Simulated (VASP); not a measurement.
All values below come from PBE GGA, VASP's PBE PAW potentials (set 64) (plane waves; VASP 6.6.1).

VASP input:

### POSCAR
```
Te
11.860
  0.1880269815  -0.3256722597   0.0000000000
  0.1880269815   0.3256722597   0.0000000000
  0.0000000000   0.0000000000   0.5000000000
Te
3
Cartesian
  0.0494510961   0.0856518043   0.3333335000
  0.2771517707  -0.0000000000   0.0000000000
  0.0494510961  -0.0856518043   0.1666665000
```

### INCAR
```
ISIF  =  2
LASPH  =  .True.   ! aspherical one-centre terms
ALGO  =  Normal   ! blocked Davidson
NELM  =  100   ! most electronic steps
LMAXMIX  =  4
PREC  =  Accurate
LCHARG  =  .False.
LWAVE  =  .False.
GGA  =  PE   ! PBE
EDIFF  =  1E-6
ISMEAR  =  0   ! Gaussian
ENCUT  =  400   ! plane-wave cut-off (eV)
LREAL  =  .False.   ! projection in real space or not
SYSTEM  =  Te
SIGMA  =  0.05   ! width (eV)
NELECT  =  17.98
```

### KPOINTS
```
Automatic mesh
0
Gamma
6 6 4
0 0 0
```

POTCAR, in this order: Te (PBE.64 set). Program: vasp_std.

Output of the run:

OSZICAR:
```
       N       E                     dE             d eps       ncg     rms          rms(c)
DAV:   1     0.690633969608E+02    0.69063E+02   -0.51870E+03   624   0.834E+02
DAV:   2    -0.481783616241E+01   -0.73881E+02   -0.70426E+02   825   0.148E+02
DAV:   3    -0.945041216190E+01   -0.46326E+01   -0.46022E+01   754   0.415E+01
DAV:   4    -0.953490541301E+01   -0.84493E-01   -0.84472E-01   821   0.682E+00
DAV:   5    -0.953610784844E+01   -0.12024E-02   -0.12024E-02   793   0.722E-01    0.123E+01
DAV:   6    -0.951908907784E+01    0.17019E-01   -0.21269E-02   649   0.989E-01    0.783E+00
DAV:   7    -0.951665046829E+01    0.24386E-02   -0.44203E-02   644   0.147E+00    0.319E-01
DAV:   8    -0.951589386261E+01    0.75661E-03   -0.82141E-03   644   0.583E-01    0.169E-01
DAV:   9    -0.951593006348E+01   -0.36201E-04   -0.23665E-04   829   0.116E-01    0.117E-01
DAV:  10    -0.951597575517E+01   -0.45692E-04   -0.56127E-05   654   0.537E-02    0.227E-02
DAV:  11    -0.951596925730E+01    0.64979E-05   -0.22251E-05   649   0.326E-02    0.167E-02
DAV:  12    -0.951596935553E+01   -0.98224E-07   -0.24934E-06   486   0.104E-02
   1 F= -.95159694E+01 E0= -.95156019E+01  d E =-.734884E-03
```

### OUTCAR
```
------------------------ aborting loop because EDIFF is reached ----------------------------------------
  FORCE on cell =-STRESS in cart. coord.  units (eV):
  Direction    XX          YY          ZZ          XY          YZ          ZX
  --------------------------------------------------------------------------------------
  Total        0.9064492      0.9064491      1.1964730      0.0000000      0.0000000      0.0000000
  in kB       14.2167085     14.2167063     18.7654278      0.0000000      0.0000000      0.0000000
  external PRESSURE =      15.7329475 kB  Pullay stress =       0.0000000 kB
  volume of cell :      102.15
      direct lattice vectors                 reciprocal lattice vectors
     2.230000000 -3.862473000  0.000000000     0.224215247 -0.129450743  0.000000000
     2.230000000  3.862473000  0.000000000     0.224215247  0.129450743  0.000000000
     0.000000000  0.000000000  5.930000000     0.000000000  0.000000000  0.168634064
 POSITION                                       TOTAL-FORCE (eV/Angst)
 -----------------------------------------------------------------------------------
      0.58649      1.01583      3.95334         0.160982      0.278828      0.000000
      3.28702      0.00000      0.00000        -0.321963      0.000000     -0.000000
      0.58649     -1.01583      1.97666         0.160982     -0.278828     -0.000000
 -----------------------------------------------------------------------------------
    total drift:                               -0.000179     -0.000394      0.000014
  FREE ENERGIE OF THE ION-ELECTRON SYSTEM (eV)
  ---------------------------------------------------
  free  energy   TOTEN  =        -9.5159693555 eV

  energy  without entropy=       -9.5152344713  energy(sigma->0) =       -9.51560191
```
(Selected blocks of OUTCAR.)

### OUTCAR
```
 val. band max:        5.8896150819   @ k =   0.3333   0.3333   0.5000

 cond. band min:       6.0530312258   @ k =   0.3333   0.3333   0.5000


 Fermi energy:         5.9022871257

 k-point     1 :       0.0000    0.0000    0.0000
  band No.  band energies     occupation
      1      -7.7494      2.00000
      2      -4.4198      2.00000
      3      -4.4198      2.00000
      4       2.8166      2.00000
      5       3.1036      2.00000
      6       3.1036      2.00000
      7       4.2470      2.00000
      8       4.2470      2.00000
      9       5.1580      2.00000
     10       6.9311      0.00000
     11       6.9311      0.00000
     12       7.5684      0.00000
     13      10.8436      0.00000

 k-point     2 :       0.1667    0.0000    0.0000
  band No.  band energies     occupation
      1      -7.5706      2.00000
      2      -4.4837      2.00000
      3      -4.3673      2.00000
      4       1.7844      2.00000
      5       2.4171      2.00000
      6       2.8001      2.00000
      7       4.6220      2.00000
      8       4.9765      2.00000
      9       5.1231      2.00000
     10       6.7727      0.00000
     11       6.8736      0.00000
     12       7.4684      0.00000
     13      10.3179      0.00000

 k-point     3 :       0.3333   -0.0000    0.0000
  band No.  band energies     occupation
      1      -7.1085      2.00000
      2      -4.7899      2.00000
      3      -4.2494      2.00000
      4       1.0517      2.00000
      5       1.7028      2.00000
      6       2.3415      2.00000
      7       3.5449      2.00000
      8       4.8569      2.00000
      9       5.0701      2.00000
     10       6.8370      0.00000
     11       7.0115      0.00000
     12       8.7172      0.00000
     13       9.3256      0.00000

 k-point     4 :       0.5000    0.0000    0.0000
  band No.  band energies     occupation
      1      -6.7641      2.00000
      2      -5.1004      2.00000
      3      -4.1839      2.00000
...
```

The cell is charged, with a uniform compensating background. Unless said otherwise, spin-orbit coupling is left out, though it shifts the bands of the heavy elements here.

The compound is Te in the trig structure. The cell was not relaxed at this level. The run is one of a series of settings (NELECT = 17.98 against the base run), some of them coarse on purpose.
